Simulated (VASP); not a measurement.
Set up this calculation in VASP 6.6.1, as the native input.

```yaml
Task: single point
Functional: PBE
Dispersion: D3(BJ)
Potentials_or_basis: VASP PAW PBE potentials, release 64 (O, H, C)
Cutoff: 520 eV
k_mesh: 1 × 1 × 1
Occupations: fermi-dirac, width 0.05 eV
Spin: no spin polarisation
Dipole_correction: no
Further_INCAR_settings: LREAL = Auto; ALGO = Normal; EDIFF = 1e-06; NBANDS = 36
```

The structure of H10CO5 lies in POSCAR:

```
H10CO5
1.0
    6.1736310000      0.0000000000      0.0000000000
    0.0000000000      6.1736310000      0.0000000000
    0.0000000000      0.0000000000      6.1736310000
O H C
5 10 1
Direct
    0.3086676220      0.5798694480      0.9543816273
    1.0925337131      0.2862334986      0.7980230759
   -0.0336592841      0.9128825484      0.0234869885
    0.3586706105      0.8142048010      0.4799282626
    0.7422212309      0.2095363328      0.5024595736
    0.3803758275      0.6301963950      1.0707637045
    0.2356797807      0.4478401770      0.9411965179
    1.0289892609      0.2729673996      0.6581864060
    1.0904927748      0.1389295862      0.8610977883
    0.0513636141      0.9042652533      0.1695922545
    0.0539876776      0.7870894778     -0.0331733464
    0.4521650225      0.7107648643      0.4083010468
    0.4113948501      0.7962089085      0.6443695776
    0.6195543595      0.1124783778      0.7919488547
    0.4698207586      0.3391683112      0.6321725416
    0.6049924267      0.2273702461      0.6513994763
```

The cell was built by a generator and needn't be a form met in nature.

These files were run (other wordings do the same):

INCAR

```
SYSTEM = H10CO5
  PREC = Accurate
  ENCUT = 520
  EDIFF = 1E-6
  ISMEAR = -1
  SIGMA = 0.05
  LREAL = Auto
  LASPH = .True.
  NELM = 60
  ALGO = Normal
  ISIF = 2
  LWAVE = .False.
  LCHARG = .False.
  GGA = PE
  IVDW = 12
  NBANDS = 36
```

KPOINTS

```
Automatic mesh
0
Gamma
  1 1 1
  0 0 0
```

Potentials or basis: VASP PAW PBE potentials, release 64 (O, H, C).

The run is started by

```bash
$ cat potpaw_PBE.64/O/POTCAR potpaw_PBE.64/H/POTCAR potpaw_PBE.64/C/POTCAR > POTCAR
$ mpirun -np 1 vasp_gam > vasp.out
```

It gave:

* Pressure: -0.4 GPa
* Largest force: 4.691 eV/Å
* Band gap on the k mesh: 3.37 eV, direct
* Dispersion energy per atom: -0.026 eV

Caveat: the standard files for N, O and F lose accuracy on very short bonds.

Wall time 25 s on 1 thread of Intel(R) Xeon(R) Platinum 8488C (Sapphire Rapids), with other jobs on the host, peak memory 0.31 GiB.
